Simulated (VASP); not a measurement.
All values below come from revPBE GGA, VASP's PBE PAW potentials (set 64) (plane waves; VASP).

Input for VASP

File KPOINTS:
```
k-points along high-symmetry lines
15
Line-mode
Reciprocal
  0.000000   0.000000   0.000000 ! GAMMA
 -0.500000  -0.500000   0.000000 ! X

 -0.500000  -0.500000   0.000000 ! X
 -0.375000  -0.375000   0.250000 ! U

 -0.375000  -0.000000   0.375000 ! K
  0.000000   0.000000   0.000000 ! GAMMA

  0.000000   0.000000   0.000000 ! GAMMA
 -0.000000   0.000000   0.500000 ! L

 -0.000000   0.000000   0.500000 ! L
 -0.500000  -0.250000   0.250000 ! W

 -0.500000  -0.250000   0.250000 ! W
 -0.500000  -0.500000   0.000000 ! X
```

### POSCAR
```
GaP
1
    0.0000000000     2.7700546423     2.7700546423
    2.7700546423     0.0000000000     2.7700546423
    2.7700546423     2.7700546423     0.0000000000
Ga P
1 1
Direct
  0.0000000000   0.0000000000   0.0000000000
  0.2500000000   0.2500000000   0.2500000000
```

**INCAR**
```
SYSTEM = GaP
PREC = Accurate
ENCUT = 520
EDIFF = 1E-7
NELM = 100
ALGO = Normal
LREAL = .FALSE.
LASPH = .TRUE.
ISMEAR = 0
SIGMA = 0.05
GGA = RE
LMAXMIX = 4
LWAVE = .FALSE.
LCHARG = .FALSE.
LORBIT = 11
ICHARG = 11
```

POTCAR, in this order: Ga_d P (PBE.64 set). Program: vasp_std. Read from the step before: CHGCAR.

The run wrote:

File OSZICAR:
```
       N       E                     dE             d eps       ncg     rms          rms(c)
DAV:   1     0.813728021233E+02    0.81373E+02   -0.94363E+03  2372   0.198E+03
DAV:   2    -0.552033227414E+00   -0.81925E+02   -0.78360E+02  2543   0.327E+02
DAV:   3    -0.701260177033E+01   -0.64606E+01   -0.62853E+01  2893   0.745E+01
DAV:   4    -0.714039791656E+01   -0.12780E+00   -0.12768E+00  2845   0.111E+01
DAV:   5    -0.714333901006E+01   -0.29411E-02   -0.29408E-02  2982   0.145E+00
DAV:   6    -0.714348125179E+01   -0.14224E-03   -0.14224E-03  3355   0.283E-01
DAV:   7    -0.714348236427E+01   -0.11125E-05   -0.11125E-05  3047   0.236E-02
DAV:   8    -0.714348238839E+01   -0.24125E-07   -0.24097E-07  2592   0.338E-03
   1 F= -.71434824E+01 E0= -.71434824E+01  d E =-.717102E-12
```

OUTCAR:
```
 val. band max:        4.2340021626   @ k =   0.0000   0.0000   0.0000

 cond. band min:       5.7573964716   @ k =   0.0000   0.0000   0.0000



 k-point     1 :       0.0000    0.0000    0.0000
  band No.  band energies     occupation
      1     -10.2364      2.00000
      2     -10.2364      2.00000
      3     -10.2364      2.00000
      4     -10.1509      2.00000
      5     -10.1509      2.00000
      6      -7.8778      2.00000
      7       4.2340      2.00000
      8       4.2340      2.00000
      9       4.2340      2.00000
     10       5.7574      0.00000
     11       8.1544      0.00000
     12       8.1545      0.00000
     13       8.1545      0.00000

 k-point     2 :      -0.0357   -0.0357    0.0000
  band No.  band energies     occupation
      1     -10.2381      2.00000
      2     -10.2358      2.00000
      3     -10.2358      2.00000
      4     -10.1512      2.00000
      5     -10.1507      2.00000
      6      -7.8570      2.00000
      7       4.0058      2.00000
      8       4.1741      2.00000
      9       4.1741      2.00000
     10       5.9771      0.00000
     11       8.0961      0.00000
     12       8.2381      0.00000
     13       8.2381      0.00000

 k-point     3 :      -0.0714   -0.0714    0.0000
  band No.  band energies     occupation
      1     -10.2428      2.00000
      2     -10.2338      2.00000
      3     -10.2338      2.00000
      4     -10.1520      2.00000
      5     -10.1500      2.00000
      6      -7.7948      2.00000
      7       3.5209      2.00000
      8       4.0094      2.00000
      9       4.0094      2.00000
     10       6.4267      0.00000
     11       7.9431      0.00000
     12       8.4739      0.00000
     13       8.4739      0.00000

 k-point     4 :      -0.1071   -0.1071    0.0000
  band No.  band energies     occupation
      1     -10.2501      2.00000
      2     -10.2307      2.00000
      3     -10.2307      2.00000
      4     -10.1533      2.00000
...
```

The density is held fixed in this step, so its total energy and stress have no physical meaning.

The compound is GaP in the zinc blende structure. It was relaxed first, which changed the volume by +5 %.
